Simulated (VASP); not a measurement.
## InSb3 under changes of volume

One of the cells (27.865 Å³/atom); the others are scaled copies at fixed shape and fractional positions:

```
Sb In
1.0
     0.00000    3.81969    3.81969
     3.81969    0.00000    3.81969
     3.81969    3.81969    0.00000
Sb In
3 1
Direct
  0.50000 0.50000 0.50000
  0.75000 0.75000 0.75000
  0.25000 0.25000 0.25000
  0.00000 0.00000 0.00000
```

The cell comes from a database or a generator and needn't be the stable form of this composition.

| Item | Value |
| --- | --- |
| Program | VASP 6.6.1 |
| Functional | PBEsol |
| Potentials or basis | VASP PAW PBE potentials, release 64 (Sb, In_d) |
| Cutoff | 520 eV |
| k mesh | 6 × 6 × 6 |
| Occupations | fermi-dirac, width 0.05 eV |
| Spin | no spin polarisation |

| volume (Å³/atom) | energy over the lowest point (meV/atom) | pressure (GPa) |
| --- | --- | --- |
| 25.679 | 0.00 | 0.2 |
| 26.226 | 1.64 | -1.1 |
| 26.772 | 7.31 | -2.2 |
| 27.865 | 28.53 | -4.0 |
| 28.411 | ? | ? |
| 28.957 | 60.41 | -5.4 |

Task: What does the run at 28.411 Å³/atom give?

Result: Energy over the lowest point 43.29 meV/atom; pressure -4.7 GPa.

Worked out: A Birch-Murnaghan fit of order 3 (a polynomial in V^(-2/3)) to the other rows has its minimum at 25.74 Å³/atom with B0 = V·E''(V) = 62 GPa and B' = 5.3. It gives 43.32 meV/atom at 28.411 Å³/atom, against the run's 43.29, and -dE/dV = -4.7 GPa, against -4.7.

Energies are extrapolated to zero smearing.

Caveats: the PAW data sets were made with another functional, which shifts forces and pressure a little.
